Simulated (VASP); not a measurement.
Energy against volume of PbSe (rock salt). Level of theory: r2SCAN meta-GGA, VASP's PBE PAW potentials (set 64) (plane waves; VASP).

```csv
V (Å³/atom),E (eV/atom)
27.693,-35.95039
28.576,-35.96523
29.460,-35.97003
30.344,-35.96629
31.228,-35.95524
```

Question: Fit a third-order Birch-Murnaghan equation of state.

Answer: 
```json
{
  "volume_per_atom": "29.49 Å³/atom",
  "bulk_modulus": "51.3 GPa",
  "pressure_derivative_of_the_bulk_modulus": "4.31",
  "lattice_constant_a": "6.179 Å"
}
```

Measured: a 6.105 Å at 120 K (computed value off by +1.2 %), as given by Noda, Masumoto, Ohba, Saito, Toriumi, Iwata, Shibuya, Acta Cryst. C 43, 1443 (1987), by a structure database's card. The calculation is for a static lattice, while the measured a holds thermal and zero-point effects, which are part of the difference.

The compound is PbSe in the rock salt structure. It was relaxed first.
